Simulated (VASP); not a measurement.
Calculation: vdW-DF2, VASP's PBE PAW potentials (set 64) (plane waves; VASP 6.6.1).

The input files of a VASP run:

### KPOINTS
```
Automatic mesh
0
Gamma
13 13 13
0 0 0
```

### INCAR
```
# general
SYSTEM   = TiC
PREC     = Accurate
ENCUT    = 520
LREAL    = .FALSE.
LASPH    = .TRUE.

# electronic loop
EDIFF    = 1E-6
NELM     = 100
ALGO     = Normal
LMAXMIX  = 4

# smearing
ISMEAR   = 1
SIGMA    = 0.1

# functional
GGA      = ML
LUSE_VDW = .TRUE.
AGGAC    = 0.0
ZAB_VDW  = -1.8867

# ions
IBRION   = 2
NSW      = 60
ISIF     = 3
EDIFFG   = -0.01

# output
LWAVE    = .FALSE.
LCHARG   = .FALSE.
```

### POSCAR
```
TiC
1.0
  0.0000000000   2.2031191323   2.2031191323
  2.2031191323   0.0000000000   2.2031191323
  2.2031191323   2.2031191323   0.0000000000
Ti C
1 1
direct
  0.0000000000   0.0000000000   0.0000000000
  0.5000000000   0.5000000000   0.5000000000
```

POTCAR, in this order: Ti_sv C (PBE.64 set). Program: vasp_std.

The resulting files:

### OSZICAR
```
       N       E                     dE             d eps       ncg     rms          rms(c)
DAV:   1     0.127085437832E+03    0.12709E+03   -0.85348E+03  2016   0.158E+03
DAV:   2    -0.869834073171E+01   -0.13578E+03   -0.12895E+03  2096   0.385E+02
DAV:   3    -0.196728402649E+02   -0.10974E+02   -0.10444E+02  2708   0.102E+02
DAV:   4    -0.201721956436E+02   -0.49936E+00   -0.49875E+00  2600   0.210E+01
DAV:   5    -0.201881656475E+02   -0.15970E-01   -0.15969E-01  2764   0.349E+00    0.183E+01
DAV:   6    -0.148787486513E+02    0.53094E+01   -0.44897E+01  2400   0.736E+01    0.972E+00
DAV:   7    -0.135912013839E+02    0.12875E+01   -0.93809E+00  2644   0.373E+01    0.488E+00
DAV:   8    -0.135364099655E+02    0.54791E-01   -0.18514E-01  2200   0.535E+00    0.339E+00
DAV:   9    -0.135278113647E+02    0.85986E-02   -0.33272E-01  2556   0.711E+00    0.978E-01
DAV:  10    -0.135226765422E+02    0.51348E-02   -0.23733E-02  2928   0.206E+00    0.588E-01
DAV:  11    -0.135207513560E+02    0.19252E-02   -0.49563E-03  2232   0.111E+00    0.174E-01
DAV:  12    -0.135205607701E+02    0.19059E-03   -0.10357E-03  2860   0.353E-01    0.265E-02
DAV:  13    -0.135205565652E+02    0.42049E-05   -0.77190E-05  2308   0.105E-01    0.877E-03
DAV:  14    -0.135205548368E+02    0.17284E-05   -0.63386E-06  2568   0.293E-02    0.271E-03
DAV:  15    -0.135205571018E+02   -0.22650E-05   -0.51229E-07  1176   0.941E-03    0.151E-03
DAV:  16    -0.135205573919E+02   -0.29011E-06   -0.21608E-07  1064   0.699E-03
   1 F= -.13520557E+02 E0= -.13520503E+02  d E =-.135206E+02
```

**OUTCAR**
```
------------------------ aborting loop because EDIFF is reached ----------------------------------------
  FORCE on cell =-STRESS in cart. coord.  units (eV):
  Direction    XX          YY          ZZ          XY          YZ          ZX
  --------------------------------------------------------------------------------------
  Total        0.0126333      0.0126333      0.0126333     -0.0000000      0.0000000      0.0000000
  in kB        0.9464208      0.9464208      0.9464208     -0.0000000      0.0000000      0.0000000
  external PRESSURE =       0.9464208 kB  Pullay stress =       0.0000000 kB
  volume of cell :       21.39
      direct lattice vectors                 reciprocal lattice vectors
     0.000000000  2.203119132  2.203119132    -0.226950959  0.226950959  0.226950959
     2.203119132  0.000000000  2.203119132     0.226950959 -0.226950959  0.226950959
     2.203119132  2.203119132  0.000000000     0.226950959  0.226950959 -0.226950959
 POSITION                                       TOTAL-FORCE (eV/Angst)
 -----------------------------------------------------------------------------------
      0.00000      0.00000      0.00000         0.000000      0.000000      0.000000
      2.20312      2.20312      2.20312         0.000000      0.000000      0.000000
 -----------------------------------------------------------------------------------
    total drift:                                0.000000     -0.000000     -0.000000
  FREE ENERGIE OF THE ION-ELECTRON SYSTEM (eV)
  ---------------------------------------------------
  free  energy   TOTEN  =       -13.5205573919 eV

  energy  without entropy=      -13.5203953421  energy(sigma->0) =      -13.52050338

 reached required accuracy - stopping structural energy minimisation
```
(Selected blocks of OUTCAR.)

The compound is TiC in the rock salt structure. It was relaxed first, which changed the volume by +5 %. The start is the result of an earlier pass.
